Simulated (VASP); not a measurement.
SmClF: single point with PBEsol

The system is SmClF.

```xyz
6
Lattice="3.6524 0.0000 0.0000 0.0000 3.6524 0.0000 0.0000 0.0000 8.9263" Properties=species:S:1:pos:R:3 pbc="T T T"
Sm    0.0000    1.8262    7.2015
Sm    1.8262    0.0000    1.7248
Cl    0.0000    1.8262    3.0095
Cl    1.8262    0.0000    5.9169
F     1.8262    1.8262    0.0000
F     0.0000    0.0000    0.0000
```

The cell comes from a database or a generator and needn't be the stable form of this composition.

```
Program                : VASP 6.6.1
Task                   : single point
Functional             : PBEsol
Potentials or basis    : VASP PAW PBE potentials, release 64 (Sm, Cl, F)
Cutoff                 : 520 eV
k mesh                 : 7 × 7 × 3
Occupations            : gaussian, width 0.02 eV
Spin                   : collinear spin, ferromagnetic start
Starting moments       : [5.0, 5.0, 0.0, 0.0, 0.0, 0.0] μB
Further INCAR settings : ALGO = Fast; EDIFF = 1.00e-07
```

```yaml
Pressure: 0.3 GPa
Largest_force: 1.211 eV/Å
Band_gap_on_the_k_mesh: none (metal or under the smearing width)
Net_moment: 12.00 μB per cell
Site_moments: Sm +5.63; Cl -0.03; F -0.02 μB
Valence_electrons_inside_the_program's_atomic_spheres: Sm 13.67; Cl 5.12; F 6.09
```

Forces in eV/Å, atoms in the order of the input:
```
Sm   0.000  0.000  1.211
Sm   0.000  0.000 -1.211
Cl   0.000  0.000 -0.071
Cl   0.000  0.000  0.071
F    0.000  0.000  0.000
F    0.000  0.000  0.000
```

Stress tensor (GPa, compression positive):
```
 3.94  0.00  0.00
 0.00  3.94  0.00
 0.00  0.00 -6.97
```

Levels at points of the mesh, in eV from the Fermi level:
Spin up:
| k point | band 34 | band 35 | band 36 | band 37 | band 38 | band 39 |
| --- | --- | --- | --- | --- | --- | --- |
| (0.00, 0.00, 0.00) | -0.14 | -0.10 | -0.09 | -0.09 | -0.05 | 0.15 |
Spin down:
```tsv
k point	band 21	band 22	band 23	band 24	band 25	band 26	band 27	band 28
(0.00, 0.00, 0.00)	-5.46	-5.44	-5.14	-5.14	0.01	0.75	1.38	1.96
```

Wall time 24 min on 1 thread of Intel(R) Xeon(R) Platinum 8559C (Emerald Rapids), with other jobs on the host, peak memory 0.37 GiB.

Caveat: the magnetic or orbital state may not be the lowest; the PAW data sets were made with another functional, which shifts forces and pressure a little; spin-orbit coupling is left out, which moves the levels of the heavy elements; this functional lacks dispersion, which binds the layers, so the pressure and a relaxed spacing across them are unreliable; without U or exact exchange the open f shell lies at the Fermi level, which spoils levels, moments and volumes. With open d or f shells a metallic result of PBEsol can be an artefact of self-interaction; +U or a hybrid may open a gap.
